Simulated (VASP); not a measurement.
An input for Ansatz (written as the equivalent of a VASP run, and not itself run):

Ansatz 0.2 input:
```yaml
crystal:
  lattice:
    - [0.0000000, 2.3824174, 2.3824174]
    - [2.3824174, 0.0000000, 2.3824174]
    - [2.3824174, 2.3824174, 0.0000000]
  atoms:
    - { symbol: Be, position: [0.0000000, 0.0000000, 0.0000000] }
    - { symbol: S, position: [0.2500000, 0.2500000, 0.2500000] }
kpoints:
  mp_grid: { grid: [10, 10, 10] }
hamiltonian:
  xc: pbesol
  pseudopotentials: { kind: paw }
scf:
  occupations: { method: gaussian, width: 0.05 }
  max_iter: 100
relax:
  max_steps: 40
  f_tol: 0.02
  cell: { p_target: 10 }
output: { forces: true, stress: true, eigenvalues: true }
```

Task: Write the VASP files for the same calculation (PBEsol).

Result: One answer among several that fit: 
**POSCAR**
```
BeS
1.0
  0.0000000000   2.3824174218   2.3824174218
  2.3824174218   0.0000000000   2.3824174218
  2.3824174218   2.3824174218   0.0000000000
Be S
1 1
Direct
  0.0000000000   0.0000000000   0.0000000000
  0.2500000000   0.2500000000   0.2500000000
```

INCAR:
```
! general
SYSTEM =BeS
PREC   =Accurate
ENCUT  =500   ! plane-wave cut-off (eV)
LREAL  =.FALSE.
LASPH  =.TRUE.   ! aspherical one-centre terms

! electronic loop
EDIFF  =1E-6   ! SCF stop (eV)
NELM   =100
ALGO   =Normal   ! blocked Davidson

! smearing
ISMEAR =0   ! Gaussian
SIGMA  =0.05   ! width (eV)

! functional
GGA    =PS   ! PBEsol

! ions
IBRION =2
NSW    =40   ! most ionic steps
ISIF   =3   ! ions, shape and volume
EDIFFG =-0.02
PSTRESS=100

! output
LWAVE  =.FALSE.
LCHARG =.FALSE.
```

KPOINTS:
```
Automatic mesh
0
Gamma
10 10 10
0 0 0
```

POTCAR, in this order: Be S (PBE.64 set). Program: vasp_std.

The two are equivalent in intent, not identical: each code has its own PAW files, so the cut-off isn't converted (ENCUT is set for VASP's; basis.ecutwfc is left out, and Ansatz then takes the one that its files recommend); Ansatz stops its SCF on the density residual and VASP on the energy change (EDIFF).

The structure was generated: BeS was put into the zinc blende type (F-43m), which need not be its known phase. This run relaxes it under an external pressure of 10 GPa. Symmetry was kept, so distortions that lower it aren't found.
